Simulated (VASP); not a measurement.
A cell of Au (relaxed from the bcc structure, space group Im-3m) near equilibrium:

```xyz
1
Lattice="-1.6195 1.6195 1.6195 1.6195 -1.6195 1.6195 1.6195 1.6195 -1.6195" Properties=species:S:1:pos:R:3 pbc="T T T"
Au     0.0000     0.0000     0.0000
```

Method: PBEsol GGA, VASP's PBE PAW potentials (set 64) (plane waves; VASP 6.6.1).

| run | ΔE (meV/atom) | σxx | σyy | σzz | largest shear component, with its sign (GPa) | largest force (eV/Å) |
|---|---|---|---|---|---|---|
| as it is | 0.0 | 0.01 | 0.01 | 0.01 | 0.00 | 0.000 |
| after one change | 1.9 | -2.48 | -2.48 | -2.48 | 0.00 | 0.000 |
Stress is in GPa, positive when the cell is compressed.

Name the change that produced these shifts.
(A) isotropic strain of -0.5 %
(B) isotropic strain of +0.5 %
(C) uniaxial strain of +2.0 % along x

B, isotropic strain of +0.5 %

The structure was generated: Au was put into the bcc type (Im-3m), which need not be its known phase.
